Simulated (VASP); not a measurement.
VASP input:

**KPOINTS**
```
Automatic mesh
0
Gamma
17 17 9
0 0 0
```

### POSCAR
```
Zn
1
    1.2508553280    -2.1665461064    -0.0000000000
    1.2508553280     2.1665461064     0.0000000000
   -0.0000000000     0.0000000000     4.2587561242
Zn
2
Direct
  0.3333330000   0.6666670000   0.2500000000
  0.6666670000   0.3333330000   0.7500000000
```

INCAR:
```
ISIF  =  3   ! ions, shape and volume
PREC  =  Accurate
ALGO  =  Normal
ENCUT  =  500   ! plane-wave cut-off (eV)
NELM  =  100
NSW  =  40
ISMEAR  =  1
LREAL  =  F
IBRION  =  2
EDIFFG  =  -0.02   ! ionic stop
PSTRESS  =  300   ! kbar
SIGMA  =  0.1   ! width (eV)
EDIFF  =  1E-6   ! SCF stop (eV)
SYSTEM  =  Zn
LWAVE  =  F
LCHARG  =  F
LASPH  =  T
GGA  =  PS   ! PBEsol
LMAXMIX  =  4   ! l cut-off of mixed one-centre charges
```

POTCAR, in this order: Zn (PBE.64 set). Program: vasp_std.

**Question.** Translate this PBEsol calculation to Quantum ESPRESSO's pw.x.

**Answer.** One equivalent input (not run):
```
&CONTROL
  calculation = 'vc-relax'
  pseudo_dir = './pseudo'
  outdir = './out'
  tprnfor = .true.
  tstress = .true.
  nstep = 40
  forc_conv_thr = 0.00078
/
&SYSTEM
  ibrav = 0
  nat = 2
  ntyp = 1
  ecutwfc = 84
  occupations = 'smearing'
  smearing = 'methfessel-paxton'
  degauss = 0.00735
  input_dft = 'pbesol'
/
&ELECTRONS
  conv_thr = 7.3e-08
  electron_maxstep = 100
/
&IONS
/
&CELL
  press = 300
/
ATOMIC_SPECIES
  Zn 65.380 Zn.upf
CELL_PARAMETERS angstrom
     1.2508553   -2.1665461   -0.0000000
     1.2508553    2.1665461    0.0000000
    -0.0000000    0.0000000    4.2587561
ATOMIC_POSITIONS crystal
  Zn   0.3333330  0.6666670  0.2500000
  Zn   0.6666670  0.3333330  0.7500000
K_POINTS automatic
  17 17 9 0 0 0
```
What does not carry over: the potentials are each code's own (VASP's PAW set, PseudoDojo norm-conserving files in pw.x), so ENCUT and ecutwfc are chosen apart and not converted; conv_thr bounds pw.x's estimated SCF error, while EDIFF bounds the energy change between steps; forc_conv_thr acts on force components and is met together with etot_conv_thr.

The compound is Zn in the hcp structure. This run relaxes it under an external pressure of 30 GPa. Symmetry was kept, so distortions that lower it aren't found.
